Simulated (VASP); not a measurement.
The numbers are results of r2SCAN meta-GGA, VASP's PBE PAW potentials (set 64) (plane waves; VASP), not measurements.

A VASP calculation is set up with these files.

File KPOINTS:
```
Automatic mesh
0
Gamma
8 8 6
0 0 0
```

POSCAR:
```
NiSb
1
    1.9539188732    -3.3842869227    -0.0000000000
    1.9539188732     3.3842869227     0.0000000000
    0.0000000000    -0.0000000000     5.1024880808
Ni Sb
2 2
Direct
  0.0000000000   0.0000000000   0.5000000000
  0.0000000000   0.0000000000   0.0000000000
  0.3333330000   0.6666670000   0.2500000000
  0.6666670000   0.3333330000   0.7500000000
```

INCAR:
```
LMIXTAU=.TRUE.
EDIFF=1E-6   ! SCF stop (eV)
SYSTEM=NiSb
NELM=100   ! most electronic steps
ALGO=Normal
SIGMA=0.1   ! width (eV)
ENCUT=400   ! plane-wave cut-off (eV)
IBRION=2   ! conjugate gradients
LWAVE=.FALSE.
NSW=60
ISIF=3   ! ions, shape and volume
LMAXMIX=4   ! l cut-off of mixed one-centre charges
LCHARG=.FALSE.
ISMEAR=1
METAGGA=R2SCAN
LREAL=.FALSE.
EDIFFG=-0.02   ! ionic stop
LASPH=.TRUE.
PREC=Accurate
```

POTCAR, in this order: Ni Sb (PBE.64 set). Program: vasp_std.

Unless said otherwise, spin-orbit coupling is left out, though it shifts the bands of the heavy elements here.

Estimate the energy per atom (σ→0), volume per atom, band gap (on the k-mesh).

```
Item                                                         Value
------------------------  ----------------------------------------
energy per atom (σ→0)                              -19.088 eV/atom
band gap (on the k-mesh)  none (metal, semimetal or under 0.01 eV)
volume per atom                                      17.09 Å³/atom
```

**OSZICAR**
```
...
DAV:   6    -0.763508443463E+02   -0.10755E-04   -0.19056E-04  1580   0.102E-01    0.537E-02
DAV:   7    -0.763508319131E+02    0.12433E-04   -0.26521E-05  2242   0.777E-02    0.109E-02
DAV:   8    -0.763508138282E+02    0.18085E-04   -0.15002E-05  1651   0.339E-02    0.385E-03
DAV:   9    -0.763508260788E+02   -0.12251E-04   -0.21501E-06  1128   0.147E-02    0.341E-03
DAV:  10    -0.763508184873E+02    0.75916E-05   -0.44533E-07   778   0.853E-03    0.241E-03
DAV:  11    -0.763508220585E+02   -0.35712E-05   -0.21766E-07   766   0.908E-03    0.787E-04
DAV:  12    -0.763508212319E+02    0.82656E-06   -0.41171E-08   769   0.162E-03
   3 F= -.76350821E+02 E0= -.76350557E+02  d E =-.457873E-02
```

The compound is NiSb in the NiAs type structure. This run relaxes it. Symmetry was kept, so distortions that lower it aren't found. The start is the result of an earlier pass. The run is not spin-polarised, so no magnetic state was tried.
